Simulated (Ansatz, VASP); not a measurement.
Ir2Rh in VASP and in Ansatz

```
Ir Rh
1.0
     2.73821    0.00000    0.00000
    -1.36911    2.37136    0.00000
     0.00000    0.00000   12.93516
Ir Rh
4 2
Direct
  0.33333 0.66667 0.08333
  0.33333 0.66667 0.41667
  0.66667 0.33333 0.58333
  0.66667 0.33333 0.91667
  0.33333 0.66667 0.75000
  0.66667 0.33333 0.25000
```

Alike in both runs: task single point; functional PBE; k mesh 6 × 6 × 2; occupations gaussian, width 0.1 eV; no spin polarisation.

|  | VASP | Ansatz |
| --- | --- | --- |
| version | VASP 6.6.1 | Ansatz 0.2.0 |
| potentials or method | VASP PAW PBE potentials, release 64 (Ir, Rh_pv) | scalar-relativistic, plane waves, PAW |
| plane-wave cutoff (eV) | 520 | 420 |
| valence electrons in the cell | 66 | 102 |

Ansatz gave:

```
gap on the k mesh at the Fermi level (eV)       : none
pressure (GPa)                                  : 10.1
largest component of the traceless stress (GPa) : 2.72
rms of the force components (eV/Å)              : 0.106
```

Question: What did VASP give for the same quantities?

Answer: gap on the k mesh at the Fermi level (eV): none; pressure (GPa): 10.6; largest component of the traceless stress (GPa): 2.69; rms of the force components (eV/Å): 0.087.

Atom by atom the forces differ by 0.019 eV/Å (rms over components). A gap of «none» marks a metal or a gap that the smearing closes. The two sets of potentials don't hold the same shells in valence.

Caveats: the k mesh is coarse (spacing up to 0.44 Å⁻¹), so the values aren't converged. Spin-orbit coupling is left out, which matters for the levels of Ir.
